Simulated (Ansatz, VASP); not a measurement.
# N: VASP beside Ansatz, part 2 of 2

Aim: how closely do two programs agree when they are given the same cell, functional and k mesh? The cell is taken from a series of runs on this material, whose earlier steps may have relaxed, scaled, displaced or heated it; both programs get it as it stands.

VASP 6.6.1 and Ansatz 0.2.0.

So far: The structure; Ansatz: zone-centre phonons, LDA; VASP: zone-centre phonons, LDA.

## 3. VASP: zone-centre phonons, LDA (continued)

Level of this step: LDA; plane waves and PAW (N) (VASP).

From OUTCAR (step 3):

```text
ion  position               nearest neighbor table
   1  0.333  0.667  0.330-   2 1.10
   2  0.333  0.667  0.170-   1 1.10
   3  0.667  0.333  0.830-   4 1.10
   4  0.667  0.333  0.670-   3 1.10

  LATTYP: Found a hexagonal cell.
 ALAT       =     3.5154735651
 C/A-ratio  =     1.9438060886

 Subroutine GETGRP returns: Found 24 space group operations
 (whereof 12 operations were pure point group operations)

The static configuration has the point symmetry D_3d.
 The point group associated with its full space group is D_6h.

 Found     21 irreducible k-points:

   k-points           NKPTS =     21   k-points in BZ     NKDIM =     21   number of bands    NBANDS=     16

   dimension x,y,z NGX =    28 NGY =   28 NGZ =   56
   dimension x,y,z NGXF=    56 NGYF=   56 NGZF=  112

   ENCUT  =  600.0 eV  44.10 Ry    6.64 a.u.   7.02  7.02 13.65*2*pi/ulx,y,z

   NELECT =      20.0000    total number of electrons

 k-points in reciprocal lattice and weights: Automatic mesh
   0.00000000  0.00000000  0.00000000       0.007
   0.16666667 -0.00000000  0.00000000       0.042
   0.33333333 -0.00000000  0.00000000       0.042
   0.50000000 -0.00000000  0.00000000       0.021
   0.16666667  0.16666667  0.00000000       0.042
   0.33333333  0.16666667  0.00000000       0.083
   0.33333333  0.33333333  0.00000000       0.014
   0.00000000  0.00000000  0.25000000       0.014
   0.16666667 -0.00000000  0.25000000       0.083
[...]
0.33333333  0.16666667  0.50000000       0.083
   0.33333333  0.33333333  0.50000000       0.014

 average (electrostatic) potential at core
       1 -71.7847       2 -71.7847       3 -71.7847       4 -71.7847

  Total       -0.0644700     -0.0644700      1.8614418      0.0000000     -0.0000000      0.0000000
  in kB       -1.4123204     -1.4123204     40.7779094      0.0000000     -0.0000000      0.0000000
  external PRESSURE =      12.6510896 kB  Pullay stress =       0.0000000 kB

  energy-cutoff  :      600.00
  volume of cell :       73.14
      direct lattice vectors                 reciprocal lattice vectors
     3.515473565  0.000000000  0.000000000     0.284456697  0.164231151  0.000000000
    -1.757736785  3.044489412  0.000000000     0.000000000  0.328462302  0.000000000
     0.000000000  0.000000000  6.833398920     0.000000000  0.000000000  0.146340059

 POSITION                                       TOTAL-FORCE (eV/Angst)
 -----------------------------------------------------------------------------------
     -0.00000      2.02966      2.25733         0.000000     -0.000000      0.887749
     -0.00000      2.02966      1.15937         0.000000     -0.000000     -0.887749
      1.75774      1.01483      5.67403        -0.000000      0.000000      0.887749
      1.75774      1.01483      4.57607        -0.000000      0.000000     -0.887749
 -----------------------------------------------------------------------------------
    total drift:                                0.000000     -0.000000      0.000000

 MACROSCOPIC STATIC DIELECTRIC TENSOR (including local field effects in DFT)
 ------------------------------------------------------
           1.669504    -0.000000     0.000000
          -0.000000     1.669504     0.000000
           0.000000    -0.000000     2.040326
 ------------------------------------------------------

 PIEZOELECTRIC TENSOR (including local field effects)  for field in x, y, z        (C/m^2)
          XX          YY          ZZ          XY          YZ          ZX
  --------------------------------------------------------------------------------
  x     0.00000     0.00000     0.00000     0.00000     0.00000     0.00000
  y     0.00000     0.00000     0.00000     0.00000     0.00000     0.00000
  z     0.00000     0.00000     0.00000     0.00000     0.00000     0.00000

 BORN EFFECTIVE CHARGES (including local field effects) (in |e|, cummulative output)
 ---------------------------------------------------------------------------------
 ion    1
    1     0.00000     0.00000     0.00000
    2     0.00000     0.00000    -0.00000
    3     0.00000     0.00000     0.00000
 ion    2
    1     0.00000     0.00000     0.00000
    2     0.00000     0.00000     0.00000
    3     0.00000    -0.00000     0.00000
 ion    3
    1     0.00000     0.00000     0.00000
    2     0.00000     0.00000     0.00000
    3    -0.00000    -0.00000     0.00000
 ion    4
    1     0.00000     0.00000     0.00000
    2     0.00000     0.00000    -0.00000
    3     0.00000     0.00000     0.00000

 Eigenvectors and eigenvalues of the dynamical matrix
 ----------------------------------------------------

   1 f  =   75.160413 THz   472.246801 2PiTHz 2507.081508 cm-1   310.838351 meV
             X         Y         Z           dx          dy          dz
     -0.000000  2.029660  2.257328     0.000000   -0.000000    0.500000
     -0.000000  2.029660  1.159372    -0.000000    0.000000   -0.500000
      1.757737  1.014830  5.674027    -0.000000    0.000000   -0.500000
      1.757737  1.014830  4.576071    -0.000000    0.000000    0.500000

   2 f  =   74.499235 THz   468.092498 2PiTHz 2485.026990 cm-1   308.103940 meV
             X         Y         Z           dx          dy          dz
     -0.000000  2.029660  2.257328     0.000000    0.000000    0.500000
     -0.000000  2.029660  1.159372    -0.000000   -0.000000   -0.500000
      1.757737  1.014830  5.674027    -0.000000   -0.000000    0.500000
      1.757737  1.014830  4.576071    -0.000000   -0.000000   -0.500000

   3 f  =    2.740984 THz    17.222114 2PiTHz   91.429401 cm-1    11.335796 meV
             X         Y         Z           dx          dy          dz
     -0.000000  2.029660  2.257328     0.000000    0.000000   -0.500000
     -0.000000  2.029660  1.159372     0.000000    0.000000   -0.500000
      1.757737  1.014830  5.674027    -0.000000   -0.000000    0.500000
      1.757737  1.014830  4.576071    -0.000000   -0.000000    0.500000

   4 f  =    2.463088 THz    15.476038 2PiTHz   82.159770 cm-1    10.186509 meV
             X         Y         Z           dx          dy          dz
     -0.000000  2.029660  2.257328     0.431085   -0.253310    0.000000
     -0.000000  2.029660  1.159372     0.431085   -0.253310    0.000000
      1.757737  1.014830  5.674027    -0.431085    0.253310   -0.000000
      1.757737  1.014830  4.576071    -0.431085    0.253310   -0.000000

   5 f  =    2.463088 THz    15.476038 2PiTHz   82.159770 cm-1    10.186509 meV
             X         Y         Z           dx          dy          dz
     -0.000000  2.029660  2.257328    -0.253310   -0.431085   -0.000000
     -0.000000  2.029660  1.159372    -0.253310   -0.431085   -0.000000
      1.757737  1.014830  5.674027     0.253310    0.431085    0.000000
      1.757737  1.014830  4.576071     0.253310    0.431085    0.000000

   6 f  =    0.000000 THz     0.000002 2PiTHz    0.000011 cm-1     0.000001 meV
             X         Y         Z           dx          dy          dz
     -0.000000  2.029660  2.257328     0.016946   -0.499703    0.003171
     -0.000000  2.029660  1.159372     0.016946   -0.499703    0.003171
      1.757737  1.014830  5.674027     0.016946   -0.499703    0.003171
      1.757737  1.014830  4.576071     0.016946   -0.499703    0.003171

   7 f/i=    0.000000 THz     0.000002 2PiTHz    0.000011 cm-1     0.000001 meV
             X         Y         Z           dx          dy          dz
     -0.000000  2.029660  2.257328     0.499700    0.016968    0.003431
     -0.000000  2.029660  1.159372     0.499700    0.016968    0.003431
      1.757737  1.014830  5.674027     0.499700    0.016968    0.003431
      1.757737  1.014830  4.576071     0.499700    0.016968    0.003431

   8 f/i=    0.000004 THz     0.000022 2PiTHz    0.000118 cm-1     0.000015 meV
             X         Y         Z           dx          dy          dz
     -0.000000  2.029660  2.257328    -0.003536    0.003053    0.499978
     -0.000000  2.029660  1.159372    -0.003536    0.003053    0.499978
      1.757737  1.014830  5.674027    -0.003536    0.003053    0.499978
      1.757737  1.014830  4.576071    -0.003536    0.003053    0.499978

   9 f/i=    4.015339 THz    25.229118 2PiTHz  133.937286 cm-1    16.606100 meV
             X         Y         Z           dx          dy          dz
     -0.000000  2.029660  2.257328     0.253304    0.431088    0.000000
     -0.000000  2.029660  1.159372    -0.253304   -0.431088    0.000000
      1.757737  1.014830  5.674027     0.253304    0.431088   -0.000000
      1.757737  1.014830  4.576071    -0.253304   -0.431088   -0.000000

  10 f/i=    4.015339 THz    25.229118 2PiTHz  133.937286 cm-1    16.606100 meV
             X         Y         Z           dx          dy          dz
     -0.000000  2.029660  2.257328    -0.431088    0.253304   -0.000000
     -0.000000  2.029660  1.159372     0.431088   -0.253304   -0.000000
      1.757737  1.014830  5.674027    -0.431088    0.253304   -0.000000
      1.757737  1.014830  4.576071     0.431088   -0.253304   -0.000000

  11 f/i=    5.713094 THz    35.896425 2PiTHz  190.568287 cm-1    23.627446 meV
             X         Y         Z           dx          dy          dz
     -0.000000  2.029660  2.257328     0.253305    0.431088   -0.000000
     -0.000000  2.029660  1.159372    -0.253305   -0.431088   -0.000000
      1.757737  1.014830  5.674027    -0.253305   -0.431088    0.000000
      1.757737  1.014830  4.576071     0.253305    0.431088    0.000000

  12 f/i=    5.713094 THz    35.896425 2PiTHz  190.568287 cm-1    23.627446 meV
             X         Y         Z           dx          dy          dz
     -0.000000  2.029660  2.257328    -0.431088    0.253305    0.000000
     -0.000000  2.029660  1.159372     0.431088   -0.253305    0.000000
      1.757737  1.014830  5.674027     0.431088   -0.253305    0.000000
      1.757737  1.014830  4.576071    -0.431088    0.253305    0.000000

 MACROSCOPIC STATIC DIELECTRIC TENSOR IONIC CONTRIBUTION
 ------------------------------------------------------
           0.000000     0.000000     0.000000
           0.000000     0.000000    -0.000000
           0.000000    -0.000000     0.000000
 ------------------------------------------------------

 ELASTIC MODULI CONTR FROM IONIC RELAXATION (kBar)
 Direction    XX          YY          ZZ          XY          YZ          ZX
 --------------------------------------------------------------------------------
 XX         -10.4871     10.4772      6.3828      0.0000      0.0000      0.0000
 YY          10.4772    -10.4871      6.3828      0.0000     -0.0000     -0.0000
 ZZ           6.3828      6.3828  -8274.5465     -0.0000     -0.0000     -0.0000
 XY           0.0000      0.0000     -0.0000    -10.4822     -0.0000      0.0000
 YZ           0.0000     -0.0000     -0.0000     -0.0000     -0.0000      0.0000
 ZX           0.0000     -0.0000     -0.0000      0.0000      0.0000      0.0000
 --------------------------------------------------------------------------------

 PIEZOELECTRIC TENSOR IONIC CONTR  for field in x, y, z        (C/m^2)
          XX          YY          ZZ          XY          YZ          ZX
  --------------------------------------------------------------------------------
  x     0.00000     0.00000     0.00000     0.00000     0.00000     0.00000
  y     0.00000    -0.00000     0.00000     0.00000    -0.00000     0.00000
  z     0.00000    -0.00000    -0.00000    -0.00000    -0.00000     0.00000
```

With imaginary modes the cell is no minimum, so the ionic parts of its dielectric, piezoelectric and elastic tensors have no meaning.

## 4. Comparison

Known differences besides the potentials themselves: the two LDA forms differ slightly; fixed occupations in Ansatz, narrow Gaussian smearing in VASP; the cutoff is 1142.88 eV in Ansatz and 600 eV in VASP; VASP's log shows a relativistic correction to its local exchange, Ansatz's none. Total energies have different zeros and are not compared.

The two programs side by side:

| quantity | Ansatz | VASP | difference |
| --- | --- | --- | --- |
| ε∞ xx | 1.67 | 1.67 | -0.22 % |
| ε∞ yy | 1.67 | 1.67 | -0.22 % |
| ε∞ zz | 2.04 | 2.04 | -0.21 % |
| Born charge of N1 (mean of the diagonal) (e) | 0.00 | 0.00 | 0.00 |

Zone-centre modes by rising frequency (cm⁻¹; imaginary ones negative):

| program | modes |
| --- | --- |
| Ansatz | -70.7, -70.7, 0.0, 0.0, 0.0, 82.1, 82.1, 94.2, 107.8, 107.8, 2363.4, 2365.3 |
| VASP | -190.6, -190.6, -133.9, -133.9, 0.0, 0.0, 0.0, 82.2, 82.2, 91.4, 2485.0, 2507.1 |

The two lists differ in the order or number of single and degenerate modes, so they aren't paired one by one; the r.m.s. figure in the results sets the two lists side by side in order.

## 5. What came out

```json
{
 "r.m.s. difference of the optical zone-centre modes, each program's sorted by frequency (zone-centre phonons, LDA)": "133 cm⁻¹"
}
```

What this shows: The r.m.s. difference of the optical zone-centre modes, each program's sorted by frequency is 133 cm⁻¹ (zone-centre phonons, LDA). What causes the difference of the zone-centre phonons, LDA pair stays open here. How closely two codes agree says nothing of how well the functional describes the real material.

[Lines on the potential files, build, host, timing and source positions are cut from VASP's logs without a mark.]

[Logs are printed without paths, hosts, clocks, repeated set-up lines and the standing remarks that a program may print on its own settings, such as how far it seeks lower states.]

[Hosts, paths, dates, database ids (printed as entryN), source tags and the programs' standing remarks are cut or masked in the printed files.]
